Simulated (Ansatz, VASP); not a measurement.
# Cross-check of H26C12S3O7 between VASP and Ansatz

One calculation is typed for both programs; each brings its own data sets. How far apart do they land? The cell is taken from a series of runs on this material, whose earlier steps may have relaxed, scaled, displaced or heated it; both programs get it as it stands.

Method: plane waves, with VASP 6.6.1 beside it; single point at PBEsol, in Ansatz 0.2.0.

### Step 1. The starting structure

The cell holds 192 atoms: 28 O, 12 S, 48 C and 104 H. Cell: a = 12.923 Å, b = 12.923 Å, c = 12.923 Å, α = 90.0°, β = 90.0°, γ = 90.0°.

### Step 2. VASP: single point, PBEsol

A single point gives forces, pressure and levels at one fixed geometry, so differences don't come from the geometry; what else differs is listed under the comparison.

Lines of VASP's logs that name or quote its potential files are left out, and so is its time.

Contents of INCAR:

```
SYSTEM = H26C12S3O7
PREC = Accurate
ENCUT = 600
EDIFF = 1E-06
NELM = 120
ISMEAR = 0
SIGMA = 0.025
LREAL = Auto
ALGO = Normal
GGA = PS
NBANDS = 402
LORBIT = 11
LWAVE = .FALSE.
LCHARG = .FALSE.
ISIF = 2
LASPH = .TRUE.
GGA_COMPAT = .FALSE.
EFERMI = MIDGAP
```

Contents of POSCAR:

```
H26C12S3O7
1.0
   12.9227400000      0.0000000000      0.0000000000
    0.0000000000     12.9227400000      0.0000000000
    0.0000000000      0.0000000000     12.9227400000
O S C H
28 12 48 104
Direct
    0.7237400000      0.3089300000      0.7539200000
    0.8818200000      0.2679700000      0.6442300000
    0.7850200000      0.3156700000      0.2533900000
    0.8795400000      0.2386600000      0.0932200000
    0.5766700000      0.7992600000      0.3820900000
    0.6552600000      0.7379600000      0.5521700000
    0.4825400000      0.9546900000      0.7144600000
    0.5756000000      0.8873000000      0.8709000000
    0.0465700000      0.4335800000      0.8219600000
    0.1442500000      0.5379000000      0.9521400000
    0.1004700000      0.3437600000      0.2821500000
    0.1643600000      0.2325700000      0.4275700000
    0.8495700000      0.8533900000      0.6370500000
    0.9829100000      0.8284400000      0.7800800000
    0.2297200000      0.9736200000      0.0327300000
    0.1131800000      0.0573600000      0.8975400000
    0.4424800000      0.2638600000      0.3054900000
    0.3522800000      0.2127300000      0.1327400000
    0.1462400000      0.6702800000      0.2524200000
    0.2980200000      0.6258600000      0.3757400000
    0.1055400000      0.8365500000      0.5362900000
    0.2169800000      0.9299000000      0.4098600000
    0.4929100000      0.4605000000      0.6885600000
    0.4540300000      0.2917500000      0.5982300000
    0.4697600000      0.1001600000      0.5656300000
    0.0138600000      0.6845100000      0.1065700000
    0.5618700000      0.3930900000      0.8653500000
    0.2312700000      0.6857600000      0.5906700000
    0.8111600000      0.2438300000      0.7275400000
    0.8239700000      0.3227100000      0.1465200000
[... 156 atom lines left out ...]
    0.0579500000      0.6508400000      0.0526200000
    0.0522500000      0.6864300000      0.1737300000
    0.6250100000      0.3611000000      0.8340700000
    0.5230500000      0.4320800000      0.8109400000
    0.1616500000      0.7175800000      0.6020500000
    0.2465900000      0.6836800000      0.5148400000
```

Contents of KPOINTS:

```
Automatic mesh
0
Gamma
1 1 1
0 0 0
```

Potentials, in the order of the species: O, S, C and H (PBE family, release 64).

Run with:

```console
$ export OMP_NUM_THREADS=3
$ mpirun -np 1 vasp_gam
```

Numbers of over 12 decimals in the logs are rounded to 6 here.

What it wrote:

```text
[banner, memory and clock lines left out]
running    1 mpi-ranks, on    1 nodes
[...]
Offloading initialized ...    1 GPUs detected
[...]
|                                                                             |
|               ----> ADVICE to this user running VASP <----                  |
|                                                                             |
|     You enforced a specific xc type in the INCAR file but a different       |
|     [... a line on the potential file left out ...]
|     I HOPE YOU KNOW WHAT YOU ARE DOING!                                     |
|                                                                             |

 LDA part: xc-table for (Slater+PW92), standard interpolation
 POSCAR, INCAR and KPOINTS ok, starting setup
[...]
entering main loop
       N       E                     dE             d eps       ncg     rms          rms(c)
DAV:   1     0.449535894291E+04    0.44954E+04   -0.29909E+05   812   0.138E+03
DAV:   2    -0.635023997858E+03   -0.51304E+04   -0.48477E+04  1022   0.303E+02
DAV:   3    -0.117202175479E+04   -0.53700E+03   -0.53237E+03  1000   0.102E+02
DAV:   4    -0.118539835122E+04   -0.13377E+02   -0.13312E+02  1016   0.177E+01
[...]
DAV:  18    -0.106838946123E+04    0.18269E-05   -0.19393E-05   928   0.852E-03    0.183E-02
DAV:  19    -0.106838945559E+04    0.56397E-05   -0.16258E-05   872   0.112E-02    0.582E-03
DAV:  20    -0.106838945568E+04   -0.97163E-07   -0.67558E-06   984   0.510E-03
   1 F= -.10683895E+04 E0= -.10683895E+04  d E =0.000000E+00
```

From OUTCAR (step 2):

```text
  FREE ENERGIE OF THE ION-ELECTRON SYSTEM (eV)
  ---------------------------------------------------
  free  energy   TOTEN  =     -1068.3894556841 eV

  energy  without entropy=    -1068.3894556841  energy(sigma->0) =    -1068.38945568
```

The run ends at a pressure of 3.09 GPa, with forces up to 4.2 eV/Å.

### Step 3. Ansatz: single point, PBEsol

Ansatz runs on its default PAW (the set named soft_2) files.

The same cell, functional, mesh and smearing now go to Ansatz, which takes its cutoff from its data sets.

Contents of input.yaml:

```yaml
crystal:
  lattice:
    - [12.92274, 0.0, 0.0]
    - [0.0, 12.92274, 0.0]
    - [0.0, 0.0, 12.92274]
  atoms:
    - { symbol: O, position: [0.72374, 0.30893, 0.75392] }
    - { symbol: S, position: [0.81116, 0.24383, 0.72754] }
    - { symbol: O, position: [0.88182, 0.26797, 0.64423] }
    - { symbol: C, position: [0.77057, 0.1161, 0.72024] }
    - { symbol: C, position: [0.84058, 0.05625, 0.79323] }
    - { symbol: C, position: [0.84681, 0.12588, 0.8844] }
    - { symbol: C, position: [0.88549, 0.21956, 0.84114] }
    - { symbol: H, position: [0.68911, 0.11381, 0.73327] }
    - { symbol: H, position: [0.7912, 0.08632, 0.64318] }
    - { symbol: H, position: [0.91868, 0.0433, 0.7607] }
    - { symbol: H, position: [0.79948, 0.98008, 0.81568] }
    - { symbol: H, position: [0.77194, 0.13509, 0.91927] }
    - { symbol: H, position: [0.89602, 0.09698, 0.94525] }
    - { symbol: H, position: [0.96083, 0.20532, 0.8139] }
    - { symbol: H, position: [0.88115, 0.27859, 0.901] }
    - { symbol: O, position: [0.78502, 0.31567, 0.25339] }
    - { symbol: S, position: [0.82397, 0.32271, 0.14652] }
    - { symbol: O, position: [0.87954, 0.23866, 0.09322] }
    - { symbol: C, position: [0.88676, 0.44214, 0.12447] }
    - { symbol: C, position: [0.82238, 0.49738, 0.03971] }
    - { symbol: C, position: [0.70914, 0.46831, 0.06532] }
    - { symbol: C, position: [0.71171, 0.35272, 0.07373] }
    - { symbol: H, position: [0.89029, 0.48781, 0.19569] }
    - { symbol: H, position: [0.96421, 0.43164, 0.09636] }
    - { symbol: H, position: [0.84224, 0.45137, 0.96753] }
    - { symbol: H, position: [0.85046, 0.57749, 0.03641] }
    - { symbol: H, position: [0.6818, 0.51159, 0.13476] }
    - { symbol: H, position: [0.6524, 0.49157, 0.00282] }
    - { symbol: H, position: [0.71803, 0.30566, 0.00581] }
    - { symbol: H, position: [0.64188, 0.32619, 0.1134] }
[... 156 atom lines left out ...]
    - { symbol: O, position: [0.56187, 0.39309, 0.86535] }
    - { symbol: H, position: [0.62501, 0.3611, 0.83407] }
    - { symbol: H, position: [0.52305, 0.43208, 0.81094] }
    - { symbol: O, position: [0.23127, 0.68576, 0.59067] }
    - { symbol: H, position: [0.16165, 0.71758, 0.60205] }
    - { symbol: H, position: [0.24659, 0.68368, 0.51484] }
kpoints:
  mp_grid: { grid: [1, 1, 1] }
hamiltonian:
  xc: pbesol
scf:
  occupations: { method: gaussian, width: 0.025 }
output:
  forces: true
  stress: true
  populations: intrinsic
  dos:
    method: { smearing: { sigma: 0.15 } }
    de: 0.1
    projected: { site_lists: { C: [C], H: [H], O: [O], S: [S] } }
  eigenvalues: true
  write_density: true
  write_potential: true
  volumetric_format: npy
```

Run with:

```console
$ ansatz run input.yaml --threads 8 --pin off --max-ram 15872MiB --backend cpu --events-out ev --progress --plain --runs-dir out
```

What it wrote:

```text
Engine: ansatz 0.2.0, aarch64-unknown-linux-gnu
Pseudopotentials: kind: paw
Pseudopotential: O, paw, valence charge 6, recommended cutoff 420 eV (normal), O.paw.azcp
Pseudopotential: S, paw, valence charge 6, recommended cutoff 420 eV (normal), S.paw.azcp
Pseudopotential: C, paw, valence charge 4, recommended cutoff 420 eV (normal), C.paw.azcp
Pseudopotential: H, paw, valence charge 1, recommended cutoff 420 eV (normal), H.paw.azcp
Functional definition: PBEsol
  exchange = pbesol_x
  correlation = pbesol_c
Crystal: 192 atoms, lattice volume = 2158.062 Å³
Basis set: ecut = 420 eV, 42211 PW (Γ), exchange–correlation on 180×180×180 points (8 copies of the dense FFT grid, shifted against one another)
Bands: 460, of which v1, the nominal top of the filled ones, is band 268 counted from 1 (267 counted from 0)
Symmetry: 1 space group operations
Space group: P1 (ITA 1), of the structure as read, at distance tolerance 1.3e-4 Å
k-points: 1
Non-local potential: O, projectors of the file, l = 0: 2, l = 1: 2, l = 2: 1
Non-local potential: S, projectors of the file, l = 0: 2, l = 1: 2, l = 2: 2
Non-local potential: C, projectors of the file, l = 0: 2, l = 1: 2, l = 2: 1
Non-local potential: H, projectors of the file, l = 0: 2, l = 1: 1
PAW form: soft (Blöchl's): semilocal exchange-correlation on the pseudo side does not see the compensation charge
PAW frozen core: O, regenerated for the run's functional, and the local potential with it (the file was generated under x = pbe(κ = 0.804, μ = 0.219515), c = pbe(β = 0.066725))
PAW frozen core: S, regenerated for the run's functional, and the local potential with it (the file was generated under x = pbe(κ = 0.804, μ = 0.219515), c = pbe(β = 0.066725))
PAW frozen core: C, regenerated for the run's functional, and the local potential with it (the file was generated under x = pbe(κ = 0.804, μ = 0.219515), c = pbe(β = 0.066725))
PAW one-centre angular grid: O, 110 points (default); XC on 64 Gauss nodes
PAW one-centre angular grid: S, 110 points (default); XC on 64 Gauss nodes
PAW one-centre angular grid: C, 110 points (default); XC on 64 Gauss nodes
PAW one-centre angular grid: H, 110 points (default); XC on 64 Gauss nodes
Initial density: superposition of atomic densities (neutral atoms: chi_scale 0, normalization atom), corrected by the library's trained network
Initial wavefunctions: pseudopotential atomic-orbital guess
Functional: x = pbesol(κ = 0.804, μ = 0.123457), c = pbesol(β = 0.046)
SCF iter   1: F=—  HF=-39784.407581 eV  |F-HF|=—  |Δ(HF+E_count)|=         —  Δρ=6.00e-3  dr2=8.90e-1  ethr=1.77e-3  ⟨swp⟩=6.0  Hψ=2237  notcnv=0  defer=76
preconditioner: auto → Resta (q_TF=auto, 2.163 Å⁻¹)  ε∞=2.4  [insulator: Δε(μ)=4.607 eV  Ē_g=15.112 eV  σ=0.025 eV  W_gap=1.00  n_scr=364 (ndim 8)  ℏωp=18.1 eV  f_vac=0.275  D(μ)=0.00/eV (n_scr^D=0)  ε∞_Penn≈2.4]
SCF iter   2: F=—  HF=-39784.212827 eV  |F-HF|=—  |Δ(HF+E_count)|=   1.95e-1  Δρ=3.46e-3  dr2=2.20e-1  ethr=1.66e-4  ⟨swp⟩=2.0  Hψ=642  notcnv=0  defer=184
SCF iter   3: F=—  HF=-39784.212014 eV  |F-HF|=—  |Δ(HF+E_count)|=   8.13e-4  Δρ=1.70e-3  dr2=7.58e-2  ethr=4.10e-5  ⟨swp⟩=4.0  Hψ=554  notcnv=0  defer=184
SCF iter   4: F=—  HF=-39784.201652 eV  |F-HF|=—  |Δ(HF+E_count)|=   1.04e-2  Δρ=5.03e-4  dr2=6.40e-3  ethr=1.41e-5  ⟨swp⟩=3.0  Hψ=551  notcnv=0  defer=184
SCF iter   5: F=—  HF=-39784.203203 eV  |F-HF|=—  |Δ(HF+E_count)|=   1.55e-3  Δρ=2.39e-4  dr2=1.62e-3  ethr=1.19e-6  ⟨swp⟩=2.0  Hψ=791  notcnv=0  defer=184
SCF iter   6: F=—  HF=-39784.203846 eV  |F-HF|=—  |Δ(HF+E_count)|=   6.43e-4  Δρ=1.63e-4  dr2=5.74e-4  ethr=3.02e-7  ⟨swp⟩=2.0  Hψ=550  notcnv=0  defer=184
SCF iter   7: F=—  HF=-39784.203806 eV  |F-HF|=—  |Δ(HF+E_count)|=   3.98e-5  Δρ=4.34e-5  dr2=5.09e-5  ethr=1.07e-7  ⟨swp⟩=2.0  Hψ=548  notcnv=0  defer=184
SCF iter   8: F=—  HF=-39784.203973 eV  |F-HF|=—  |Δ(HF+E_count)|=   1.67e-4  Δρ=2.71e-5  dr2=1.48e-5  ethr=9.50e-9  ⟨swp⟩=2.0  Hψ=543  notcnv=0  defer=184
SCF iter   9: F=—  HF=-39784.203967 eV  |F-HF|=—  |Δ(HF+E_count)|=   5.76e-6  Δρ=7.05e-6  dr2=1.45e-6  ethr=2.77e-9  ⟨swp⟩=2.0  Hψ=536  notcnv=0  defer=184
SCF iter  10: F=—  HF=-39784.203966 eV  |F-HF|=—  |Δ(HF+E_count)|=   1.28e-6  Δρ=4.29e-6  dr2=4.20e-7  ethr=2.71e-10  ⟨swp⟩=2.0  Hψ=536  notcnv=0  defer=184
SCF iter  11: F=—  HF=-39784.203966 eV  |F-HF|=—  |Δ(HF+E_count)|=   2.53e-7  Δρ=2.25e-6  dr2=1.12e-7  ethr=7.83e-11  ⟨swp⟩=2.0  Hψ=542  notcnv=0  defer=184
SCF iter  12: F=-39784.203966 eV  HF=-39784.203966 eV  |F-HF|=1.84e-8  |Δ(HF+E_count)|=   6.23e-8  Δρ=5.41e-7  dr2=1.05e-8  ethr=1.87e-11  ⟨swp⟩=20.0  Hψ=3853  notcnv=0
SCF 1 converged in 12 iterations: F = -39784.203966 eV  dr2 = 1.05e-8
  greatest PAW one-centre occupation: 0.880 electrons in one spin orbital (limit 2), on the O atom at site 62 (counted from 0), in its partial waves of l = 0
[...]
--- intrinsic populations: 192 sites ---
  site symbol       q [e]
     0      O      6.8922
     1      S      3.9378
     2      O      6.9026
     3      C      4.5998
     4      C      4.2933
     5      C      4.3261
     6      C      4.5707
     7      H      0.7639
     8      H      0.7887
     9      H      0.8250
    10      H      0.8250
    11      H      0.8169
    12      H      0.8187
    13      H      0.7833
    14      H      0.7989
    15      O      6.9047
    16      S      3.9830
    17      O      6.9050
    18      C      4.5831
    19      C      4.3187
    20      C      4.3388
    21      C      4.5720
    22      H      0.7854
    23      H      0.7777
[...]
184      H      0.6214
   185      H      0.6212
   186      O      6.8581
   187      H      0.6284
   188      H      0.6276
   189      O      6.8208
   190      H      0.6287
   191      H      0.6124
  spilling = -0.000000 (of n_electrons = 536.000000)
```

In the SCF lines HF is the Harris–Foulkes energy and dr2 the Hartree energy of the density residual, in eV; the loop may stop once dr2 is under the threshold and the program's other checks hold. Hψ counts applications of the Hamiltonian.

### Step 4. Comparison

Known differences besides the potentials themselves: the cutoff is 420 eV in Ansatz and 600 eV in VASP (PREC = Accurate, projectors in real space); Ansatz makes its cores anew for this functional, VASP keeps those of its PBE data sets. Total energies have different zeros and are not compared.

The two programs side by side:

```tsv
quantity	Ansatz	VASP	difference
pressure (GPa)	3.32	3.09	+0.23
gap on the k mesh (eV)	4.546	4.525	+0.021
```

Forces on 8 of the 192 atoms, those with the largest forces and the largest differences (eV/Å; atoms numbered as in POSCAR):

```tsv
atom	Ansatz x, y, z	VASP x, y, z
O7	0.131, 2.365, -1.118	0.151, 2.210, -0.913
O10	-0.817, 2.866, 2.848	-0.863, 2.574, 2.632
S33	1.598, -3.149, -1.883	1.509, -2.869, -1.776
S38	2.274, 1.145, 3.461	2.090, 1.216, 3.402
C51	1.937, 2.758, 1.455	1.943, 2.790, 1.443
C71	-2.324, -1.375, 2.483	-2.329, -1.391, 2.516
H109	-2.361, 0.660, -3.074	-2.377, 0.662, -3.096
H130	-0.317, -2.178, 3.084	-0.314, -2.192, 3.102
```

The forces differ by 45 meV/Å r.m.s., which is 4.5 % of the r.m.s. force of 1.004 eV/Å (both taken over all components). A gap on the mesh is an upper bound, since the band edges may lie between its points.

### Step 5. Outcome

| Item | Value |
| --- | --- |
| r.m.s. force difference (single point, PBEsol) | 4.5 % of the r.m.s. force |

The r.m.s. force difference is 4.5 % of the r.m.s. force (single point, PBEsol), beyond the 3 % picked in this series as the mark of a large difference. What causes the difference of the single point, PBEsol pair stays open here. How closely two codes agree says nothing of how well the functional describes the real material.

[Lines on the potential files, build, host, timing and source positions are cut from VASP's logs without a mark.]

[Logs are printed without paths, hosts, clocks, repeated set-up lines and the standing remarks that a program may print on its own settings, such as how far it seeks lower states.]

[Hosts, paths, dates, database ids (printed as entryN), source tags and the programs' standing remarks are cut or masked in the printed files.]
